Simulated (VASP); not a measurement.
Energy against volume of SrCl2 (fluorite). Level of theory: optB88-vdW, VASP's PBE PAW potentials (set 64) (plane waves; VASP 6.6.1). Run with 520 eV cut-off, 6×6×6 Γ-centred mesh, Gaussian smearing of 0.050 eV, potentials Sr_sv Cl.

| V (Å³/atom) | E (eV/atom) |
|---|---|
| 27.392 | -2.48066 |
| 28.239 | -2.48434 |
| 29.087 | -2.48190 |
| 29.934 | -2.47423 |

Problem. Fit these four points and predict the energy of the run at 26.545 Å³/atom.

Solution. A cubic in V^(−2/3), the third-order Birch-Murnaghan form, passes through the four points with V0 = 28.30 Å³/atom and B0 = 38 GPa, and gives -2.4698 eV/atom there. The run gave -2.4698 eV/atom, +0.1 meV/atom from the fit; all five points give B0 = 38 GPa.

The compound is SrCl2 in the fluorite structure. It was relaxed first.
